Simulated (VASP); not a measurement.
C:

```
C
1.0
     2.46100    0.00000    0.00000
    -1.23050    2.13129    0.00000
     0.00000    0.00000    6.70800
C
4
Direct
  0.00000 0.00000 0.25000
  0.33333 0.66667 0.25000
  0.00000 0.00000 0.75000
  0.66667 0.33333 0.75000
```

The cell was built by a generator and needn't be a form met in nature.

Base run:

- Program: VASP 6.6.1
- Functional: r2SCAN
- Potentials or basis: VASP PAW PBE potentials, release 64 (C)
- Cutoff: 520 eV
- k mesh: 16 × 16 × 4
- Occupations: fermi-dirac, width 0.05 eV
- Spin: no spin polarisation

Its results: band gap on the k mesh 0.60 eV, direct; pressure -0.7 GPa.

Task: The run is repeated on the same cell with these changes: functional from r2SCAN to PBE. What comes out?

Result: Band gap on the k mesh 0.56 eV, direct; pressure 3.2 GPa.

Caveats: the PAW data sets were made with another functional, which shifts forces and pressure a little (some runs); this functional lacks dispersion, which binds the layers, so the pressure and a relaxed spacing across them are unreliable (some runs).

A k mesh can miss the band edges.

Not every run made on this cell is shown here.
